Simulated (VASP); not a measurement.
# CdAu (Pm-3m) in VASP: further runs

One crystal, CdAu, is run at these levels: LDA; tasks: single point.

Everything below comes from runs of VASP 6.6.1. Logs are shortened: lines on timing, memory, paths and dates and some standing lists are left out, and cuts for length are marked.

**1. The crystal as given**

It takes space group Pm-3m (No. 221, cubic). Conventional cell: a = 3.340 Å, b = 3.340 Å, c = 3.340 Å, α = 90.00°, β = 90.00°, γ = 90.00°. Cd (site symmetry m-3m) has 8 Au at 2.89 Å as nearest neighbours. Around Au (site symmetry m-3m) lie 8 Cd at 2.89 Å.

**2. Single point, LDA**

INCAR reads:

```
SYSTEM = CdAu
ALGO = Normal
EDIFF = 1E-6
ENCUT = 520
GGA = CA
ISIF = 2
ISMEAR = 0
LASPH = .TRUE.
LCHARG = .FALSE.
LREAL = .FALSE.
LWAVE = .FALSE.
NBANDS = 18
NELM = 100
PREC = Accurate
SIGMA = 0.15
```

KPOINTS reads:

```
k-points
0
G
  16 16 16
  0 0 0
```

POSCAR reads:

```
CdAu
1.0
    3.3400000000      0.0000000000      0.0000000000
    0.0000000000      3.3400000000      0.0000000000
    0.0000000000      0.0000000000      3.3400000000
Cd Au
1 1
Direct
    0.5000000000      0.5000000000      0.5000000000
    0.0000000000      0.0000000000      0.0000000000
```

Potentials or basis: VASP PAW LDA potentials, release 64 (Cd, Au).

The run is started by

```bash
cat potpaw_LDA.64/Cd/POTCAR potpaw_LDA.64/Au/POTCAR > POTCAR
mpirun -np 1 vasp_std > vasp.out
```

OUTCAR:

```text
SYSTEM = CdAu
   EDIFF = 1E-6
   ENCUT = 520
   GGA = CA
   ISIF = 2
   ISMEAR = 0
   LASPH = .TRUE.
   LREAL = .FALSE.
   NELM = 100
   PREC = Accurate

 ion  position               nearest neighbor table
   1  0.500  0.500  0.500-   2 2.89   2 2.89   2 2.89   2 2.89   2 2.89   2 2.89   2 2.89   2 2.89

   2  0.000  0.000  0.000-   1 2.89   1 2.89   1 2.89   1 2.89   1 2.89   1 2.89   1 2.89   1 2.89

  LATTYP: Found a simple cubic cell.
 ALAT       =     3.3400000000

  Lattice vectors:

 A1 = (   3.3400000000,   0.0000000000,   0.0000000000)
 A2 = (   0.0000000000,   3.3400000000,   0.0000000000)
 A3 = (   0.0000000000,   0.0000000000,   3.3400000000)

Analysis of symmetry for initial positions (statically):
=====================================================================
 Subroutine PRICEL returns:
 Original cell was already a primitive cell.

 Routine SETGRP: Setting up the symmetry group for a
 simple cubic supercell.

 Subroutine GETGRP returns: Found 48 space group operations
 (whereof 48 operations were pure point group operations)
 out of a pool of 48 trial point group operations.

The static configuration has the point symmetry O_h .

Analysis of symmetry for dynamics (positions and initial velocities):
=====================================================================
 Subroutine PRICEL returns:
 Original cell was already a primitive cell.

 Routine SETGRP: Setting up the symmetry group for a
 simple cubic supercell.

 Subroutine GETGRP returns: Found 48 space group operations
 (whereof 48 operations were pure point group operations)
 out of a pool of 48 trial point group operations.

The dynamic configuration has the point symmetry O_h .

 Subroutine INISYM returns: Found 48 space group operations
 (whereof 48 operations are pure point group operations),
 and found     1 'primitive' translations

----------------------------------------------------------------------------------------

                                     Primitive cell

  volume of cell :      37.2597

  direct lattice vectors                    reciprocal lattice vectors
     3.340000000  0.000000000  0.000000000     0.299401198  0.000000000  0.000000000
     0.000000000  3.340000000  0.000000000     0.000000000  0.299401198  0.000000000
     0.000000000  0.000000000  3.340000000     0.000000000  0.000000000  0.299401198

  length of vectors
     3.340000000  3.340000000  3.340000000     0.299401198  0.299401198  0.299401198

  position of ions in fractional coordinates (direct lattice)
     0.500000000  0.500000000  0.500000000
     0.000000000  0.000000000  0.000000000

  ion indices of the primitive-cell ions
   primitive index   ion index
                 1           1
                 2           2

----------------------------------------------------------------------------------------

 KPOINTS: k-points

Automatic generation of k-mesh.
 Grid dimensions read from file:
 generate k-points for:   16   16   16

 Generating k-lattice:

  Cartesian coordinates                     Fractional coordinates (reciprocal lattice)
     0.018712575  0.000000000  0.000000000     0.062500000  0.000000000  0.000000000
     0.000000000  0.018712575  0.000000000     0.000000000  0.062500000  0.000000000
     0.000000000  0.000000000  0.018712575     0.000000000  0.000000000  0.062500000

  Length of vectors
     0.018712575  0.018712575  0.018712575

  Shift w.r.t. Gamma in fractional coordinates (k-lattice)
     0.000000000  0.000000000  0.000000000

 Subroutine IBZKPT returns following result:
 ===========================================

 Found    165 irreducible k-points:

 Following reciprocal coordinates:
            Coordinates               Weight
  0.000000  0.000000  0.000000      1.000000
  0.062500  0.000000  0.000000      6.000000
  0.125000  0.000000  0.000000      6.000000
  0.187500  0.000000  0.000000      6.000000
  0.250000  0.000000  0.000000      6.000000
  0.312500  0.000000  0.000000      6.000000
[... 16 lines left out ...]
  0.437500  0.125000  0.000000     24.000000
  0.500000  0.125000  0.000000     12.000000
 [... further k-points ...]
   k-points           NKPTS =    165   k-points in BZ     NKDIM =    165   number of bands    NBANDS=     18
   number of dos      NEDOS =    301   number of ions     NIONS =      2
   total plane-waves  NPLWV =  21952
   dimension x,y,z NGX =    28 NGY =   28 NGZ =   28
   dimension x,y,z NGXF=    56 NGYF=   56 NGZF=   56
   ions per type =               1   1
   NGX,Y,Z   is equivalent  to a cutoff of  13.94, 13.94, 13.94 a.u.
   NGXF,Y,Z  is equivalent  to a cutoff of  27.87, 27.87, 27.87 a.u.
 SYSTEM =  CdAu
   PREC   = accura    normal or accurate (medium, high low for compatibility)
   ISTART =      0    job   : 0-new  1-cont  2-samecut
   ICHARG =      2    charge: 1-file 2-atom 10-const
   ISPIN  =      1    spin polarized calculation?
   LNONCOLLINEAR =      F non collinear calculations
   LSORBIT =      F    spin-orbit coupling
   LASPH  =      T    aspherical Exc in radial PAW
   ENCUT  =  520.0 eV  38.22 Ry    6.18 a.u.   6.21  6.21  6.21*2*pi/ulx,y,z
   NELM   =    100;   NELMIN=  2; NELMDL= -5     # of ELM steps
   EDIFF  = 0.1E-05   stopping-criterion for ELM
   LREAL  =      F    real-space projection
   EDIFFG = 0.1E-04   stopping-criterion for IOM
   NSW    =      0    number of steps for IOM
   IBRION =     -1    ionic relax: 0-MD 1-quasi-New 2-CG
   NFREE  =      0    steps in history (QN), initial steepest desc. (CG)
   ISIF   =      2    stress and relaxation
   ISYM   =      2    0-nonsym 1-usesym 2-fastsym
   POTIM  = 0.5000    time-step for ionic-motion
   TEBEG  =    0.0;   TEEND  =   0.0 temperature during run
   PSTRESS=    0.0 pullay stress
   NELECT =      23.0000    total number of electrons
   NUPDOWN=      -1.0000    fix difference up-down
   EMIN   =  10.00;   EMAX   =-10.00  energy-range for DOS
   EFERMI =   0.00;   METHOD = LEGACY
   ISMEAR =     0;   SIGMA  =   0.15  broadening in eV -4-tet -1-fermi 0-gaus
   EFERMI_NEDOS =   21; number of points for ismear=-14 and -15
   IALGO  =     38    algorithm
   IMIX   =      4    mixing-type and parameters
     AMIX     =   0.40;   BMIX     =  1.00
     AMIX_MAG =   1.60;   BMIX_MAG =  1.00
  volume/ion in A,a.u.               =      18.63       125.72
  Fermi-wavevector in a.u.,A,eV,Ry     =   1.393919  2.634126 26.436271  1.943011
  Thomas-Fermi vector in A             =   2.517519
   LORBIT       =      0    0 simple, 1 ext, 2 COOP (PROOUT), +10 PAW based schemes
   GGA     = CA    functional components
   LHFCALC =     F    Hartree Fock is set to
   AEXX    =    0.0000 exact exchange contribution
   IVDW    =     0    specifies the selected vdW correction
   LEPSILON=     F    determine dielectric tensor
   LRPA    =     F    only Hartree local field effects (RPA)
 non-spin polarized calculation
 Gauss-broadening in eV      SIGMA  =   0.15
  energy-cutoff  :      520.00
  volume of cell :       37.26
 maximum number of plane-waves:      1024
 NGX is ok and might be reduce to    28

 number of electron      23.0000002 magnetization

 Free energy of the ion-electron system (eV)
  ---------------------------------------------------
  ext. energy  EPLUGINS =         0.00000000
  ---------------------------------------------------
  free energy    TOTEN  =        -6.28571257 eV

  energy without entropy =       -6.27939528  energy(sigma->0) =       -6.28255393

 E-fermi :   5.9244     XC(G=0): -12.3293

 val. band max:        5.9059774601   @ k =   0.4375   0.3125   0.2500
 cond. band min:       5.9394893737   @ k =   0.3125   0.1875   0.0000
 fundamental gap:      0.0335119136
 Fermi energy:         5.9243989412

 k-point     1 :       0.0000    0.0000    0.0000
  band No.  band energies     occupation
      1      -3.6818      2.00000
      2      -3.4461      2.00000
      3      -3.4461      2.00000
      4      -2.7221      2.00000
      5      -2.7221      2.00000
      6      -2.7221      2.00000
[... 10 lines left out ...]
     17      17.8245      0.00000
     18      22.2377      0.00000

 k-point     2 :       0.0625    0.0000    0.0000
  band No.  band energies     occupation
      1      -3.6191      2.00000
      2      -3.4363      2.00000
      3      -3.4234      2.00000
      4      -2.7264      2.00000
      5      -2.7264      2.00000
      6      -2.7166      2.00000
[... 10 lines left out ...]
     17      18.0754      0.00000
     18      22.1159      0.00000

 k-point     3 :       0.1250    0.0000    0.0000
  band No.  band energies     occupation
      1      -3.4474      2.00000
      2      -3.4083      2.00000
      3      -3.3434      2.00000
      4      -2.7387      2.00000
      5      -2.7387      2.00000
      6      -2.7011      2.00000
[... 10 lines left out ...]
     17      18.8833      0.00000
     18      21.8181      0.00000

 k-point     4 :       0.1875    0.0000    0.0000
  band No.  band energies     occupation
      1      -3.3656      2.00000
      2      -3.3046      2.00000
      3      -3.0817      2.00000
      4      -2.7569      2.00000
      5      -2.7569      2.00000
      6      -2.6777      2.00000
[... 375 lines left out ...]
      4      -2.8541      2.00000
      5      -2.6560      2.00000
      6      -1.2064      2.00000
[... 10 lines left out ...]
     17      18.6210      0.00000
     18      19.1657      0.00000

 k-point    23 :       0.4375    0.1250    0.0000
  band No.  band energies     occupation
      1      -3.1551      2.00000
      2      -3.0031      2.00000
      3      -2.8733      2.00000
      4      -2.8640      2.00000
      5      -2.6559      2.00000
      6      -0.6602      2.00000
[... 10 lines left out ...]
     17      17.9551      0.00000
     18      18.4929      0.00000

 k-point    24 :       0.5000    0.1250    0.0000
  band No.  band energies     occupation
      1      -3.1454      2.00000
      2      -3.0051      2.00000
      3      -2.8674      2.00000
      4      -2.8555      2.00000
      5      -2.6561      2.00000
      6      -0.3776      2.00000
[... 10 lines left out ...]
     17      17.0640      0.00000
     18      18.4420      0.00000

 [... further k-points ...]

------------------------ aborting loop because EDIFF is reached ----------------------------------------

  FORCE on cell =-STRESS in cart. coord.  units (eV):
  Direction    XX          YY          ZZ          XY          YZ          ZX
  --------------------------------------------------------------------------------------
  -------------------------------------------------------------------------------------
  Total       -1.2481604     -1.2481604     -1.2481604     -0.0000000     -0.0000000     -0.0000000
  in kB      -53.6712362    -53.6712362    -53.6712362     -0.0000000     -0.0000000     -0.0000000
  external PRESSURE =     -53.6712362 kB  Pullay stress =       0.0000000 kB

 VOLUME and BASIS-vectors are now :
 -----------------------------------------------------------------------------
  energy-cutoff  :      520.00
  volume of cell :       37.26
      direct lattice vectors                 reciprocal lattice vectors
     3.340000000  0.000000000  0.000000000     0.299401198  0.000000000  0.000000000
     0.000000000  3.340000000  0.000000000     0.000000000  0.299401198  0.000000000
     0.000000000  0.000000000  3.340000000     0.000000000  0.000000000  0.299401198

 POSITION                                       TOTAL-FORCE (eV/Angst)
 -----------------------------------------------------------------------------------
      1.67000      1.67000      1.67000         0.000000      0.000000      0.000000
      0.00000      0.00000      0.00000         0.000000      0.000000      0.000000
 -----------------------------------------------------------------------------------
    total drift:                                0.000000      0.000000      0.000000

  FREE ENERGIE OF THE ION-ELECTRON SYSTEM (eV)
  ---------------------------------------------------
  free  energy   TOTEN  =        -6.2857125707 eV

  energy  without entropy=       -6.2793952850  energy(sigma->0) =       -6.28255393
```

Wall time 81 s (1 thread of Intel Xeon Platinum 8559C (Emerald Rapids), shared host); peak memory 0.22 GiB.

What came out:

```yaml
Free_energy: -6.2857 eV
Pressure: -5.4 GPa
Band_gap_on_the_k_mesh: none (metal or under the smearing width)
```

Levels at points of the mesh, in eV from the Fermi level:
| k point | band 9 | band 10 | band 11 | band 12 | band 13 | band 14 | band 15 | band 16 |
| --- | --- | --- | --- | --- | --- | --- | --- | --- |
| (0.00, 0.00, 0.00) | -3.59 | -3.59 | -3.59 | 4.78 | 4.78 | 4.78 | 7.99 | 11.90 |
| (0.50, 0.00, 0.00) | -4.55 | -4.55 | -3.81 | -2.59 | 10.50 | 10.50 | 10.83 | 10.95 |
| (0.50, 0.50, 0.00) | -3.77 | -3.19 | -1.59 | -1.59 | 0.44 | 2.33 | 10.82 | 11.49 |
| (0.50, 0.50, 0.50) | -3.16 | -3.16 | 1.93 | 2.08 | 3.97 | 3.97 | 3.97 | 5.33 |

The run has no spin-orbit coupling, so splittings on Au are missing.

(Continued in part 2 of 2.)
